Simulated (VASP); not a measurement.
An input for Quantum ESPRESSO's pw.x (written as the equivalent of a VASP run, and not itself run):

```
&CONTROL
  calculation = 'vc-relax'
  pseudo_dir = './pseudo'
  outdir = './out'
  tprnfor = .true.
  tstress = .true.
  nstep = 30
  forc_conv_thr = 0.00039
/
&SYSTEM
  ibrav = 0
  nat = 3
  ntyp = 1
  ecutwfc = 86
  occupations = 'smearing'
  smearing = 'gaussian'
  degauss = 0.003675
  input_dft = 'vdw-df-cx'
/
&ELECTRONS
  conv_thr = 7.3e-09
  electron_maxstep = 100
/
&IONS
/
&CELL
  cell_dofree = 'shape'
/
ATOMIC_SPECIES
  Se 78.971 Se.upf
CELL_PARAMETERS angstrom
     2.0623121   -3.5720293    0.0000000
     2.0623121    3.5720293    0.0000000
     0.0000000    0.0000000    5.2703074
ATOMIC_POSITIONS crystal
  Se   1.0000000  0.2501156  0.6666670
  Se   0.7498844  0.7498844  0.0000000
  Se   0.2501156  1.0000000  0.3333330
K_POINTS automatic
  6 6 5 0 0 0
```

Question: Write the VASP files for the same calculation (vdW-DF-cx).

Answer: This is not unique; one that fits is 
POSCAR:
```
Se
1.0
  2.0623121090  -3.5720293423   0.0000000000
  2.0623121090   3.5720293423   0.0000000000
  0.0000000000   0.0000000000   5.2703074147
Se
3
Cart
  2.5781286063  -2.6786089644   3.5135400332
  3.0929912233   0.0000000000   0.0000000000
  2.5781286063   2.6786089644   1.7567673815
```

File KPOINTS:
```
Regular mesh
0
G
6 6 5
```

### INCAR
```
AGGAC = 0.0
ALGO = Normal
EDIFF = 1E-7
EDIFFG = -0.01
ENCUT = 520
GGA = CX
IBRION = 2
ISIF = 4
ISMEAR = 0
LASPH = .TRUE.
LCHARG = .FALSE.
LMAXMIX = 4
LREAL = .FALSE.
LUSE_VDW = .TRUE.
LWAVE = .FALSE.
NELM = 100
NSW = 30
PREC = Accurate
SIGMA = 0.05
SYSTEM = Se
```

POTCAR, in this order: Se (PBE.64 set). Program: vasp_std.

The two are equivalent in intent, not identical: the potentials are each code's own (VASP's PAW set, PseudoDojo norm-conserving files in pw.x), so ENCUT and ecutwfc are chosen apart and not converted; conv_thr bounds pw.x's estimated SCF error, while EDIFF bounds the energy change between steps; forc_conv_thr acts on force components and is met together with etot_conv_thr.

The compound is Se in the trig structure. This cell is one point of a volume scan, at 1.06 of the reference volume. Symmetry was kept, so distortions that lower it aren't found.
